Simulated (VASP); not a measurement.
All values below come from RPBE GGA, VASP's PBE PAW potentials (set 64) (plane waves; VASP 6.6.1).

Input for VASP

### POSCAR
```
SrO
1
    0.0000000000     2.6328744059     2.6328744059
    2.6328744059     0.0000000000     2.6328744059
    2.6328744059     2.6328744059     0.0000000000
Sr O
1 1
Direct
  0.0000000000   0.0000000000   0.0000000000
  0.5000000000   0.5000000000   0.5000000000
```

**KPOINTS**
```
k-points along high-symmetry lines
15
Line-mode
Reciprocal
  0.000000   0.000000   0.000000 ! GAMMA
  0.500000   0.000000   0.500000 ! X

  0.500000   0.000000   0.500000 ! X
  0.625000   0.250000   0.625000 ! U

  0.375000   0.375000   0.750000 ! K
  0.000000   0.000000   0.000000 ! GAMMA

  0.000000   0.000000   0.000000 ! GAMMA
  0.500000   0.500000   0.500000 ! L

  0.500000   0.500000   0.500000 ! L
  0.500000   0.250000   0.750000 ! W

  0.500000   0.250000   0.750000 ! W
  0.500000   0.000000   0.500000 ! X
```

INCAR:
```
SYSTEM = SrO
PREC = Accurate
ENCUT = 520
EDIFF = 1E-7
NELM = 100
ALGO = Normal
LREAL = .FALSE.
LASPH = .TRUE.
ISMEAR = 0
SIGMA = 0.05
GGA = RP
LMAXMIX = 4
LWAVE = .FALSE.
LCHARG = .FALSE.
LORBIT = 11
ICHARG = 11
```

POTCAR, in this order: Sr_sv O (PBE.64 set). Program: vasp_std. Read from the step before: CHGCAR.

The run wrote:

OSZICAR:
```
       N       E                     dE             d eps       ncg     rms          rms(c)
DAV:   1     0.753869051368E+02    0.75387E+02   -0.86985E+03  2168   0.129E+03
DAV:   2    -0.612721085178E+01   -0.81514E+02   -0.74349E+02  2704   0.245E+02
DAV:   3    -0.101013806475E+02   -0.39742E+01   -0.39210E+01  3016   0.515E+01
DAV:   4    -0.102474762765E+02   -0.14610E+00   -0.14605E+00  2904   0.888E+00
DAV:   5    -0.102500766089E+02   -0.26003E-02   -0.26002E-02  3012   0.102E+00
DAV:   6    -0.102501067076E+02   -0.30099E-04   -0.30099E-04  2952   0.854E-02
DAV:   7    -0.102501073174E+02   -0.60971E-06   -0.60972E-06  2852   0.901E-03
DAV:   8    -0.102501073465E+02   -0.29118E-07   -0.29113E-07  1808   0.108E-03
   1 F= -.10250107E+02 E0= -.10250107E+02  d E =-.283508E-19
```

**OUTCAR**
```
 val. band max:        1.5272904115   @ k =   0.0000   0.0000   0.0000

 cond. band min:       4.9339930421   @ k =   0.5000   0.0000   0.5000



 k-point     1 :       0.0000    0.0000    0.0000
  band No.  band energies     occupation
      1     -31.2299      2.00000
      2     -13.5680      2.00000
      3     -12.9415      2.00000
      4     -12.9415      2.00000
      5     -12.9415      2.00000
      6       1.5273      2.00000
      7       1.5273      2.00000
      8       1.5273      2.00000
      9       5.1979      0.00000
     10       7.6335      0.00000
     11       7.6335      0.00000
     12       7.6335      0.00000

 k-point     2 :       0.0357    0.0000    0.0357
  band No.  band energies     occupation
      1     -31.2282      2.00000
      2     -13.6303      2.00000
      3     -12.9451      2.00000
      4     -12.9451      2.00000
      5     -12.8787      2.00000
      6       1.4489      2.00000
      7       1.5205      2.00000
      8       1.5205      2.00000
      9       5.2764      0.00000
     10       7.5741      0.00000
     11       7.6842      0.00000
     12       7.6842      0.00000

 k-point     3 :       0.0714    0.0000    0.0714
  band No.  band energies     occupation
      1     -31.2235      2.00000
      2     -13.7660      2.00000
      3     -12.9557      2.00000
      4     -12.9557      2.00000
      5     -12.7425      2.00000
      6       1.2445      2.00000
      7       1.5016      2.00000
      8       1.5016      2.00000
      9       5.4855      0.00000
     10       7.4081      0.00000
     11       7.8336      0.00000
     12       7.8336      0.00000

 k-point     4 :       0.1071    0.0000    0.1071
  band No.  band energies     occupation
      1     -31.2158      2.00000
      2     -13.9161      2.00000
      3     -12.9728      2.00000
      4     -12.9728      2.00000
      5     -12.5960      2.00000
      6       0.9796      2.00000
      7       1.4745      2.00000
...
```

The density is held fixed in this step, so its total energy and stress have no physical meaning.

The compound is SrO in the rock salt structure. It was relaxed first, which changed the volume by +6 %.
